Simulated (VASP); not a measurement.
Given:

```xyz
2
Lattice="0.0000 3.5000 3.5000 3.5000 0.0000 3.5000 3.5000 3.5000 0.0000" Properties=species:S:1:pos:R:3 pbc="T T T"
Ba     0.0000     0.0000     0.0000
Te     3.5000     3.5000     3.5000
```

Computed with Bethe-Salpeter equation (Tamm-Dancoff) on G0W0 levels and PBE orbitals, VASP's PBE PAW potentials (set 64) (plane waves; VASP 6.6.1). Settings: PREC = Normal, 500 eV cut-off, 6×6×6 Γ-centred mesh, Gaussian smearing of 0.010 eV, potentials Ba_sv_GW Te_GW.

The mesh is coarse, so the spectrum and binding energies are not converged. Unless said otherwise, spin-orbit coupling is left out, though it shifts the bands of the heavy elements here.

The BSE takes 3 valence and 4 conduction bands in the Tamm-Dancoff approximation; the smallest direct G0W0 gap on the mesh is 2.94 eV.

Q: Where does the first bright exciton lie on this mesh?

A: At 2.65 eV. Its distance from the direct gap isn't converged on a mesh this coarse and overstates the binding.

```
ħω (eV) | ε₂
     0.00 |  0.00
     0.30 |  0.01
     0.50 |  0.02
     0.80 |  0.04
     1.00 |  0.05
     1.30 |  0.08
     1.50 |  0.10
     1.80 | # 0.17
     2.10 | # 0.30
     2.30 | ## 0.54
     2.60 | ########### 3.64
     2.80 | ########## 3.33
     3.10 | ###### 2.07
     3.30 | ############## 4.78
     3.60 | ############# 4.21
     3.80 | ################## 5.91
     4.10 | ########### 3.52
     4.40 | ################## 5.99
     4.60 | ############### 5.05
     4.90 | ######################### 8.26
     5.10 | ############################## 9.89
     5.40 | #################### 6.73
     5.60 | ######################### 8.22
     5.90 | ################ 5.24
     6.20 | ################## 5.87
     6.40 | ########## 3.36
     6.70 | ################ 5.38
     6.90 | ############## 4.73
     7.20 | ########## 3.23
     7.40 | ######## 2.79
     7.70 | ##### 1.59
     7.90 | ### 0.87
     8.20 | ## 0.58
     8.50 | # 0.20
     8.70 |  0.14
     9.00 |  0.10
     9.20 |  0.08
     9.50 |  0.06
     9.70 |  0.06
    10.00 |  0.05
```

The compound is BaTe in the rock salt structure. The cell was not relaxed at this level.
